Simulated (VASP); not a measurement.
Crystal: TiBrF3.

```
CELL_PARAMETERS angstrom
4.22114 0.00000 0.00000
0.00000 4.22114 0.00000
0.00000 0.00000 4.22114
ATOMIC_POSITIONS crystal
Ti 0.00000 0.00000 0.00000
Br 0.50000 0.50000 0.50000
F 0.00000 0.50000 0.50000
F 0.50000 0.00000 0.50000
F 0.50000 0.50000 0.00000
```

The cell was built by a generator and needn't be a form met in nature.

* Program: VASP 6.6.1
* Task: relaxation of cell and atoms
* Functional: PBE
* Potentials or basis: VASP PAW PBE potentials, release 64 (Ti_sv, Br, F)
* Cutoff: 520 eV
* k mesh: 3 × 3 × 3
* Occupations: gaussian, width 0.15 eV
* Spin: no spin polarisation

At the start: pressure 21.1 GPa; volume 15.04 Å³/atom.

Question: How do energy, volume and symmetry change on relaxing?

Answer: Over 3 steps the energy falls by 206.9 meV/atom and the volume is 18.66 Å³/atom (+24.1 %); space group Pm-3m (No. 221, to 0.05 Å).

The path:
```tsv
step	energy change (eV)	largest force (eV/Å)	pressure (GPa)	volume (Å³)
1	0.0000	0.0000	21.08	75.21
2	-0.9731	0.0000	-3.52	98.88
3	-1.0345	0.0000	0.17	93.31
```

Final structure:
```yaml
crystal:
  lattice:
    - [4.53567, 0.00000, 0.00000]
    - [0.00000, 4.53567, 0.00000]
    - [0.00000, 0.00000, 4.53567]
  atoms:
    - { symbol: Ti, position: [0.00000, 0.00000, 0.00000] }
    - { symbol: Br, position: [0.50000, 0.50000, 0.50000] }
    - { symbol: F, position: [0.00000, 0.50000, 0.50000] }
    - { symbol: F, position: [0.50000, 0.00000, 0.50000] }
    - { symbol: F, position: [0.50000, 0.50000, 0.00000] }
```

Caveat: the k mesh is coarse (spacing up to 0.50 Å⁻¹), so the values aren't converged; the volume moved by over 15 % at a fixed basis, so the end points are rough; the relaxation stopped at a loose force limit of 0.08 eV/Å, so its end isn't a converged minimum.
